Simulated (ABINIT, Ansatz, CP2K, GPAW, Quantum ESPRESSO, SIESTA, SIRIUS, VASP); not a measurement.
# One calculation of AlSn, 8 ways

```xyz
2
Lattice="4.1981 0.0000 0.0000 -2.0991 3.6357 0.0000 0.0000 0.0000 3.3068" Properties=species:S:1:pos:R:3 pbc="T T T"
Sn    0.0000    2.4238    1.6534
Al    0.0000    0.0000    0.0000
```

The cell comes from a database or a generator and needn't be the stable form of this composition.

Alike in all runs: task single point; functional PBEsol; k mesh 7 × 7 × 8; occupations fermi-dirac, width 0.05 eV; no spin polarisation; no spin-orbit coupling. Pressure is positive in compression and, in plane waves, holds the error of the finite cutoff.

| program and potentials | plane-wave cutoff (eV) | notes | pressure (GPa) |
| --- | --- | --- | --- |
| ABINIT, PseudoDojo NC SR PBEsol v0.4.1 standard | 980 | 8.5 valence electrons an atom on average | -1.79 |
| GPAW, PAW data sets generated for this functional | 600 | 8.5 valence electrons an atom on average | -1.90 |
| Quantum ESPRESSO, GBRV 1.5 PBEsol | 925 | 8.5 valence electrons an atom on average | -1.97 |
| CP2K, POTENTIAL_UZH Sn GTH-PBE-q4, Al GTH-PBE-q3; TZVP-MOLOPT-PBE-GTH basis | - | atomic basis; potentials made for PBE; 3.5 valence electrons an atom on average | 0.53 |
| SIESTA, files PseudoDojo sr-pbesol-0.4.1-standard, DZP (energy shift 0.003 Ry; two zetas on semicore shells) | - | atomic basis; 8.5 valence electrons an atom on average | -1.54 |
| VASP, PBE PAW files Al, Sn_d, 520 eV | 520 | potentials made for PBE; 8.5 valence electrons an atom on average | -1.83 |
| Ansatz, all-electron LAPW, scalar-relativistic | - | - | -1.79 |
| SIRIUS, PseudoDojo 0.4.1 PBEsol standard (scalar relativistic) | 983 | 8.5 valence electrons an atom on average | -1.79 |

The pressure spans -1.97 (Quantum ESPRESSO, GBRV 1.5 PBEsol) to 0.53 GPa (CP2K, POTENTIAL_UZH Sn GTH-PBE-q4, Al GTH-PBE-q3; TZVP-MOLOPT-PBE-GTH basis), with all-electron results at -1.79. The pressure on the cell as given of CP2K, POTENTIAL_UZH Sn GTH-PBE-q4, Al GTH-PBE-q3; TZVP-MOLOPT-PBE-GTH basis lies far from the others; the cause wasn't traced. Rows in atomic bases carry the error of their basis and grid, which can be large.

Differences between rows come from potentials, basis sets and numerical settings, since the functional is the same but for its coding. Runs on potential files found faulty are left out.
